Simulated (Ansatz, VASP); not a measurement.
# Cross-check of K2MgSF2 between VASP and Ansatz, part 3 of 3

Wanted: the spread between two codes on one cell, functional and k mesh. The cell is generated by rule, not measured, and may not be a known phase. Of the first pair: The two relaxations start from unlike cells of this crystal (the structure described is Ansatz's start), so only their ends are compared.

VASP 6.6.1 and Ansatz 0.2.0.

So far: Ansatz: relaxation of cell and atoms, LDA, pair 1; Comparison; Other set-ups; VASP: relaxation of cell and atoms, LDA, pair 2; Ansatz: relaxation of cell and atoms, LDA, pair 2; Side by side.

## Step 9: Ansatz: relaxation of cell and atoms, LDA, pair 3

Level of this step: Ansatz beside VASP: Kohn-Sham DFT, plane waves, LDA (Ansatz).

The relaxed volume is the usual yardstick between codes: in a stiff, nearly cubic crystal its relative difference is about their pressure difference at one cell divided by the bulk modulus.

The two relaxations start from unlike cells of this crystal, so only their ends are compared.

The input, input.yaml:

```yaml
crystal:
  lattice:
    - [2.5325828831, 2.5325828831, 0.0]
    - [-2.5325828831, 2.5325828831, 0.0]
    - [2.5325828831, 0.0, 7.9822806003]
  atoms:
    - { symbol: F, position: [0.5126774126, 0.4873225874, -0.0253548251] }
    - { symbol: F, position: [0.8206559208, 0.1793440792, 0.3586881585] }
    - { symbol: K, position: [-0.011011953, 0.011011953, 0.0220239061] }
    - { symbol: K, position: [0.3443452864, 0.6556547136, 0.3113094272] }
    - { symbol: Mg, position: [0.6666666667, 0.3333333333, 0.6666666667] }
    - { symbol: S, position: [0.1666666667, 0.8333333333, 0.6666666667] }
kpoints:
  mp_grid: { grid: [6, 6, 6] }
hamiltonian:
  xc: lda
scf:
  occupations: { method: gaussian, width: 0.02 }
output:
  forces: true
  stress: true
  eigenvalues: true
  write_density: true
  write_potential: true
  elf: true
  volumetric_format: npy
relax:
  adjacent_minimum: "off"
  f_tol: 0.005
  max_steps: 80
  cell: { stress_tol: 0.05 }
```

The run is started by

```bash
$ ansatz run input.yaml --threads 8 --pin off --max-ram 14336MiB --backend cpu --events-out ev --progress --plain --runs-dir out
```

Numbers of over 12 decimals in the logs are rounded to 6 here.

Log:

```text
[...]
Crystal: 6 atoms, lattice volume = 102.396 Å³
Basis set: ecut = 420 eV, 1979 PW (Γ)
Bands: 30, of which v1, the nominal top of the filled ones, is band 24 counted from 1 (23 counted from 0)
Symmetry: 16 space group operations
[...]
k-points: 30 of 216
[...]
cell:  # Å, volume = 101.8011 Å³
    - [2.536043, 2.536043, 0.0]
    - [-2.536043, 2.536043, 0.0]
    - [2.536043, 0, 7.914244]
  atoms:
    - { symbol: F, position: [0.514766, 0.485234, -0.029532] }
    - { symbol: F, position: [0.818567, 0.181433, 0.362865] }
    - { symbol: K, position: [-0.010792, 0.010792, 0.021584] }
    - { symbol: K, position: [0.344125, 0.655875, 0.311750] }
    - { symbol: Mg, position: [0.666667, 0.333333, 0.666667] }
    - { symbol: S, position: [0.166667, 0.833333, 0.666667] }
[key lines of the parts left out:]
SCF converged after 4 iterations
Free energy (F): -7359.124402 eV
Fermi energy:    7.108920 eV
P = ⅓ Tr σ = -0.0070 GPa (-0.070 kbar)
```

## Step 10: VASP: relaxation of cell and atoms, LDA, pair 3

Its own start cell and the same functional (in two slightly different forms), mesh and smearing now go to VASP, with its own data sets.

The input, INCAR:

```
SYSTEM = K2MgSF2
PREC = Accurate
ENCUT = 600
EDIFF = 1E-07
NELM = 120
ISMEAR = 0
SIGMA = 0.02
LREAL = .FALSE.
ALGO = Normal
GGA = PW92
NBANDS = 26
LORBIT = 11
LWAVE = .FALSE.
LCHARG = .FALSE.
ISIF = 3
IBRION = 2
NSW = 80
EDIFFG = -0.005
LASPH = .TRUE.
GGA_COMPAT = .FALSE.
NELMIN = 4
EFERMI = MIDGAP
KPAR = 2
```

The input, POSCAR:

```
K2MgSF2
1.0
    2.5347021841      2.5347021841      0.0000000000
   -2.5347021841      2.5347021841      0.0000000000
    2.5347021841      0.0000000000      7.8607827416
F K Mg S
2 2 1 1
Direct
    0.5167094240      0.4832905761      0.9665811520
    0.8166239928      0.1833760072      0.3667520142
    0.9891761755      0.0108238245      0.0216476490
    0.3441572413      0.6558427587      0.3116855172
    0.6666667084      0.3333332916      0.6666665831
    0.1666667084      0.8333332916      0.6666665831
```

The input, KPOINTS:

```
Automatic mesh
0
Gamma
6 6 6
0 0 0
```

PAW data sets: F, K_sv, Mg and S (LDA family, release 64).

The run is started by

```bash
$ mpirun -np 2 vasp_std
```

Log:

```text
[... set-up lines as in an earlier step ...]
 entering main loop
       N       E                     dE             d eps       ncg     rms          rms(c)
DAV:   1     0.338524703109E+03    0.33852E+03   -0.21306E+04  1560   0.161E+03
DAV:   2    -0.358754344524E+01   -0.34211E+03   -0.33065E+03  1810   0.419E+02
DAV:   3    -0.281133561938E+02   -0.24526E+02   -0.24439E+02  2048   0.101E+02
DAV:   4    -0.298238442715E+02   -0.17105E+01   -0.17084E+01  2704   0.189E+01
[...]
DAV:  12    -0.271642195101E+02   -0.10632E-05   -0.12194E-05  2258   0.231E-02    0.240E-02
DAV:  13    -0.271642190924E+02    0.41768E-06   -0.19032E-06  2008   0.923E-03    0.141E-02
DAV:  14    -0.271642189953E+02    0.97106E-07   -0.65905E-07  2030   0.459E-03
   1 F= -.27164219E+02 E0= -.27164219E+02  d E =-.271642E+02
[...]
N       E                     dE             d eps       ncg     rms          rms(c)
DAV:   1    -0.271643818942E+02   -0.16280E-03   -0.37725E-03  1660   0.518E-01    0.937E-02
DAV:   2    -0.271642443732E+02    0.13752E-03   -0.58364E-04  1658   0.176E-01    0.238E-02
DAV:   3    -0.271642296606E+02    0.14713E-04   -0.33219E-05  1970   0.480E-02    0.181E-02
DAV:   4    -0.271642276988E+02    0.19617E-05   -0.88474E-06  2176   0.157E-02    0.147E-02
DAV:   5    -0.271642278888E+02   -0.19002E-06   -0.17067E-06  2582   0.643E-03    0.360E-03
DAV:   6    -0.271642277299E+02    0.15891E-06   -0.98890E-07  2594   0.637E-03    0.101E-03
DAV:   7    -0.271642277442E+02   -0.14318E-07   -0.13379E-07  1230   0.176E-03
   2 F= -.27164228E+02 E0= -.27164228E+02  d E =-.874891E-05
 trial-energy change:   -0.000009  1 .order   -0.000010   -0.000022    0.000001
 step:   0.9144(harm=  0.9424)  dis= 0.00015  next Energy=   -27.164228 (dE=-0.881E-05)
 reached required accuracy - stopping structural energy minimisation
```

OUTCAR, selected parts (step 10):

```text
  Total       -0.0038306     -0.0038306     -0.0000773      0.0000000      0.0000000      0.0000000
  in kB       -0.0607199     -0.0607199     -0.0012254      0.0000000      0.0000000      0.0000000
  external PRESSURE =      -0.0408884 kB  Pullay stress =       0.0000000 kB

 POSITION                                       TOTAL-FORCE (eV/Angst)
 -----------------------------------------------------------------------------------
      2.53523      2.53523      7.60000         0.000000     -0.000000     -0.001523
      2.53523      2.53523      2.88392        -0.000000     -0.000000      0.001523
      2.53523      2.53523      0.17026         0.000000     -0.000000     -0.002294
     -0.00000      2.53523      2.45072        -0.000000     -0.000000      0.002294
      2.53523      2.53523      5.24196        -0.000000     -0.000000     -0.000000
     -0.00000      2.53523      5.24196        -0.000000      0.000000     -0.000000
 -----------------------------------------------------------------------------------
    total drift:                               -0.000040     -0.000000     -0.000089

  FREE ENERGIE OF THE ION-ELECTRON SYSTEM (eV)
  ---------------------------------------------------
  free  energy   TOTEN  =       -27.1642277442 eV

  energy  without entropy=      -27.1642277442  energy(sigma->0) =      -27.16422774

[... 2 parts as in an earlier step ...]

[... 2 further parts left out ...]
[key lines of the parts left out:]
E-fermi :   3.1172
```

## Step 11: Side by side

What differs besides the data sets and the points named for the pairs above, as far as they apply: the data sets hold 48 valence electrons in Ansatz (on its default PAW (the set named soft_2) files) and 40 in VASP. Total energies have different zeros and are not compared.

The two programs side by side:

```
                                         quantity  Ansatz    VASP  difference
                                      volume (Å³)  101.80  101.08     +0.72 %
edge a after relaxation, in the typed setting (Å)   3.587   3.585     +0.03 %
edge c after relaxation, in the typed setting (Å)   8.311   8.261     +0.59 %
```

## Step 12: What came out

```json
{
 "difference in edge c after relaxation, in the typed setting (relaxation of cell and atoms, LDA, pair 1)": "1.3 %",
 "difference in volume (relaxation of cell and atoms, LDA, pair 2)": "0.71 %",
 "difference in volume (relaxation of cell and atoms, LDA, pair 3)": "0.72 %"
}
```

In words: The difference in edge c after relaxation, in the typed setting is 1.3 % (relaxation of cell and atoms, LDA, pair 1), beyond the 1.2 % picked in this series as the mark of a large difference, as far as the stopping tolerances let one tell. The data sets hold unlike numbers of valence electrons (48 in Ansatz and 40 in VASP), so part of the differences comes from the potentials. Relaxation of cell and atoms, LDA, pair 1, VASP with the data sets F, K_sv, Mg_sv and S and a cutoff of 620 eV: the difference in volume goes from 1.3 to 0.59 %; the difference in edge a after relaxation, in the typed setting goes from -0.10 to -0.21 %; the difference in edge c after relaxation, in the typed setting goes from 1.3 to 0.91 %. How closely two codes agree says nothing of how well the functional describes the real material.

[Lines on the potential files, build, host, timing and source positions are cut from VASP's logs without a mark.]

[Logs are printed without paths, hosts, clocks, repeated set-up lines and the standing remarks that a program may print on its own settings, such as how far it seeks lower states.]

[Hosts, paths, dates, database ids (printed as entryN), source tags and the programs' standing remarks are cut or masked in the printed files.]
